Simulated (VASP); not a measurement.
Output of a VASP run:

**OUTCAR**
```
 ion  position               nearest neighbor table
   1  0.000  0.000  0.000-   2 3.54   2 3.54   2 3.54   2 3.54   2 3.54   2 3.54
   2  0.500  0.500  0.500-   1 3.54   1 3.54   1 3.54   1 3.54   1 3.54   1 3.54
  LATTYP: Found a face centered cubic cell.
 ALAT       =     7.0700000000
 Subroutine PRICEL returns:
 Original cell was already a primitive cell.
 Subroutine GETGRP returns: Found 48 space group operations
The static configuration has the point symmetry O_h .
The dynamic configuration has the point symmetry O_h .
 Subroutine INISYM returns: Found 48 space group operations
 Subroutine IBZKPT returns following result:
 Found     16 irreducible k-points:

 Following reciprocal coordinates:
            Coordinates               Weight
  0.000000  0.000000  0.000000      1.000000
  0.166667  0.000000  0.000000      8.000000
  0.333333  0.000000  0.000000      8.000000
  0.500000  0.000000  0.000000      4.000000
  0.166667  0.166667  0.000000      6.000000
  0.333333  0.166667  0.000000     24.000000
  0.500000  0.166667  0.000000     24.000000
 -0.333333  0.166667  0.000000     24.000000
 -0.166667  0.166667  0.000000     12.000000
  0.333333  0.333333  0.000000      6.000000
  0.500000  0.333333  0.000000     24.000000
 -0.333333  0.333333  0.000000     12.000000
  0.500000  0.500000  0.000000      3.000000
  0.500000  0.333333  0.166667     24.000000
 -0.333333  0.333333  0.166667     24.000000
 -0.333333  0.500000  0.166667     12.000000
   k-points           NKPTS =     16   k-points in BZ     NKDIM =     16   number of bands    NBANDS=     12
   number of dos      NEDOS =    301   number of ions     NIONS =      2
   total plane-waves  NPLWV =  32768
   dimension x,y,z NGX =    32 NGY =   32 NGZ =   32
   dimension x,y,z NGXF=    64 NGYF=   64 NGZF=   64
   ions per type =               1   1
   PREC   = accura    normal or accurate (medium, high low for compatibility)
   ISTART =      0    job   : 0-new  1-cont  2-samecut
   ICHARG =      2    charge: 1-file 2-atom 10-const
   ISPIN  =      1    spin polarized calculation?
   LNONCOLLINEAR =      F non collinear calculations
   LSORBIT =      F    spin-orbit coupling
   INIWAV =      1    electr: 0-lowe 1-rand  2-diag
   ENCUT  =  350.0 eV  25.72 Ry    5.07 a.u.   7.63  7.63  7.63*2*pi/ulx,y,z
   NELM   =    100;   NELMIN=  2; NELMDL= -5     # of ELM steps
   EDIFF  = 0.1E-05   stopping-criterion for ELM
   LREAL  =      F    real-space projection
   NLSPLINE    = F    spline interpolate recip. space projectors
   LMAXMIX     =    4 max onsite mixed and CHGCAR
   VOSKOWN=      0    Vosko Wilk Nusair interpolation
   EDIFFG = -.1E-01   stopping-criterion for IOM
   NSW    =     60    number of steps for IOM
   NBLOCK =      1;   KBLOCK =     60    inner block; outer block
   IBRION =      2    ionic relax: 0-MD 1-quasi-New 2-CG
   NFREE  =      1    steps in history (QN), initial steepest desc. (CG)
   ISIF   =      3    stress and relaxation
   ISYM   =      2    0-nonsym 1-usesym 2-fastsym
   TEIN   =    0.0    initial temperature
   TEBEG  =    0.0;   TEEND  =   0.0 temperature during run
   SMASS  =  -3.00    Nose mass-parameter (am)
   PSTRESS=    0.0 pullay stress
   NELECT =      16.0000    total number of electrons
   EFERMI =   0.00;   METHOD = LEGACY
   ISMEAR =     0;   SIGMA  =   0.05  broadening in eV -4-tet -1-fermi 0-gaus
   IALGO  =     38    algorithm
   LDIAG  =      T    sub-space diagonalisation (order eigenvalues)
   IMIX   =      4    mixing-type and parameters
     AMIX     =   0.40;   BMIX     =  1.00
     AMIX_MAG =   1.60;   BMIX_MAG =  1.00
     AMIN     =   0.10
   GGA     = PE    functional components
   VOSKOWN =     0    Vosko Wilk Nusair interpolation
   LHFCALC =     F    Hartree Fock is set to
   LHFONE  =     F    Hartree Fock one center treatment
   AEXX    =    0.0000 exact exchange contribution
   IVDW    =     0    specifies the selected vdW correction
   LEPSILON=     F    determine dielectric tensor
   LRPA    =     F    only Hartree local field effects (RPA)
...
```

### OSZICAR
```
...
DAV:   1     0.734178390470E+02    0.73418E+02   -0.53020E+03   384   0.836E+02
DAV:   2    -0.117199959672E+01   -0.74590E+02   -0.71812E+02   480   0.210E+02
DAV:   3    -0.543342581178E+01   -0.42614E+01   -0.42480E+01   504   0.477E+01
DAV:   4    -0.563639172326E+01   -0.20297E+00   -0.20277E+00   632   0.951E+00
DAV:   5    -0.563783422099E+01   -0.14425E-02   -0.14425E-02   508   0.868E-01    0.308E+00
DAV:   6    -0.555479665371E+01    0.83038E-01   -0.12201E-01   448   0.220E+00    0.222E+00
DAV:   7    -0.555075908501E+01    0.40376E-02   -0.13367E-01   476   0.205E+00    0.803E-01
DAV:   8    -0.555604204729E+01   -0.52830E-02   -0.14454E-02   496   0.855E-01    0.105E-01
DAV:   9    -0.555651225941E+01   -0.47021E-03   -0.77905E-04   492   0.184E-01    0.721E-02
DAV:  10    -0.555673866411E+01   -0.22640E-03   -0.22841E-04   452   0.100E-01    0.198E-02
DAV:  11    -0.555675711281E+01   -0.18449E-04   -0.33853E-05   488   0.355E-02    0.111E-02
DAV:  12    -0.555675966025E+01   -0.25474E-05   -0.42588E-06   468   0.167E-02    0.107E-02
DAV:  13    -0.555675926132E+01    0.39893E-06   -0.11273E-06   348   0.698E-03
   1 F= -.55567593E+01 E0= -.55567593E+01  d E =-.555676E+01
       N       E                     dE             d eps       ncg     rms          rms(c)
DAV:   1    -0.560434516506E+01   -0.47586E-01   -0.95425E-01   456   0.919E+00    0.142E+00
DAV:   2    -0.557122509660E+01    0.33120E-01   -0.77865E-02   520   0.252E+00    0.549E-01
DAV:   3    -0.556137772428E+01    0.98474E-02   -0.27081E-02   684   0.128E+00    0.446E-01
DAV:   4    -0.556153718065E+01   -0.15946E-03   -0.56148E-04   676   0.138E-01    0.187E-01
DAV:   5    -0.556154734530E+01   -0.10165E-04   -0.10981E-03   724   0.186E-01    0.326E-02
DAV:   6    -0.556154046898E+01    0.68763E-05   -0.72032E-06   556   0.246E-02    0.188E-02
DAV:   7    -0.556154059960E+01   -0.13062E-06   -0.55002E-06   612   0.157E-02
   2 F= -.55615406E+01 E0= -.55615406E+01  d E =-.478134E-02
       N       E                     dE             d eps       ncg     rms          rms(c)
DAV:   1    -0.562930526134E+01   -0.67765E-01   -0.14696E+00   436   0.113E+01    0.180E+00
DAV:   2    -0.557807107150E+01    0.51234E-01   -0.12088E-01   520   0.311E+00    0.682E-01
DAV:   3    -0.556290863745E+01    0.15162E-01   -0.40585E-02   684   0.155E+00    0.556E-01
DAV:   4    -0.556309906536E+01   -0.19043E-03   -0.96486E-04   692   0.163E-01    0.238E-01
DAV:   5    -0.556312045063E+01   -0.21385E-04   -0.17062E-03   728   0.232E-01    0.418E-02
DAV:   6    -0.556310889345E+01    0.11557E-04   -0.12194E-05   588   0.310E-02    0.237E-02
DAV:   7    -0.556310910225E+01   -0.20880E-06   -0.83098E-06   640   0.191E-02
   3 F= -.55631091E+01 E0= -.55631091E+01  d E =-.634984E-02
       N       E                     dE             d eps       ncg     rms          rms(c)
DAV:   1    -0.556462726274E+01   -0.15184E-02   -0.32481E-02   452   0.168E+00    0.247E-01
DAV:   2    -0.556349339332E+01    0.11339E-02   -0.26203E-03   508   0.464E-01    0.968E-02
DAV:   3    -0.556315387859E+01    0.33951E-03   -0.98771E-04   664   0.245E-01    0.776E-02
DAV:   4    -0.556316608535E+01   -0.12207E-04   -0.27177E-05   668   0.348E-02    0.301E-02
DAV:   5    -0.556316921467E+01   -0.31293E-05   -0.32264E-05   732   0.322E-02    0.595E-03
DAV:   6    -0.556316967614E+01   -0.46147E-06   -0.17966E-07   296   0.436E-03
   4 F= -.55631697E+01 E0= -.55631697E+01  d E =-.641041E-02
```

**OUTCAR**
```
------------------------ aborting loop because EDIFF is reached ----------------------------------------
  FORCE on cell =-STRESS in cart. coord.  units (eV):
  Direction    XX          YY          ZZ          XY          YZ          ZX
  --------------------------------------------------------------------------------------
  Total       -0.0004350     -0.0004350     -0.0004350     -0.0000000      0.0000000      0.0000000
  in kB       -0.0075465     -0.0075465     -0.0075465     -0.0000000      0.0000000      0.0000000
  external PRESSURE =      -0.0075465 kB  Pullay stress =       0.0000000 kB
  volume of cell :       92.34
      direct lattice vectors                 reciprocal lattice vectors
    -0.000000000  3.587505444  3.587505444    -0.139372611  0.139372611  0.139372611
     3.587505444  0.000000000  3.587505444     0.139372611 -0.139372611  0.139372611
     3.587505444  3.587505444  0.000000000     0.139372611  0.139372611 -0.139372611
  FREE ENERGIE OF THE ION-ELECTRON SYSTEM (eV)
  ---------------------------------------------------
  free  energy   TOTEN  =        -5.5631696761 eV

  energy  without entropy=       -5.5631696761  energy(sigma->0) =       -5.56316968

 reached required accuracy - stopping structural energy minimisation
```
(Selected blocks of OUTCAR.)

POSCAR:
```
KI
1
    0.0000000000     3.5350000000     3.5350000000
    3.5350000000     0.0000000000     3.5350000000
    3.5350000000     3.5350000000     0.0000000000
K I
1 1
Direct
  0.0000000000   0.0000000000   0.0000000000
  0.5000000000   0.5000000000   0.5000000000
```

Reconstruct the remaining input files.

One answer among several that fit: the input of the run itself, PBE GGA, plane waves, VASP's PBE PAW potentials (set 64).

**INCAR**
```
# general
SYSTEM  = KI
PREC    = Accurate
ENCUT   = 350   # plane-wave cut-off (eV)
LREAL   = F   # projection in real space or not
LASPH   = T   # aspherical one-centre terms

# electronic loop
EDIFF   = 1E-6   # SCF stop (eV)
NELM    = 100   # most electronic steps
ALGO    = Normal   # blocked Davidson
LMAXMIX = 4

# smearing
ISMEAR  = 0   # Gaussian
SIGMA   = 0.05   # width (eV)

# functional
GGA     = PE

# ions
IBRION  = 2
NSW     = 60   # most ionic steps
ISIF    = 3   # ions, shape and volume
EDIFFG  = -0.01   # ionic stop

# output
LWAVE   = F
LCHARG  = F
```

### KPOINTS
```
Automatic mesh
0
Gamma
6 6 6
0 0 0
```

POTCAR, in this order: K_sv I (PBE.64 set). Program: vasp_std.

Energy and stress use the plane-wave basis of the starting cell.

The compound is KI in the rock salt structure. This run relaxes it. Symmetry was kept, so distortions that lower it aren't found.
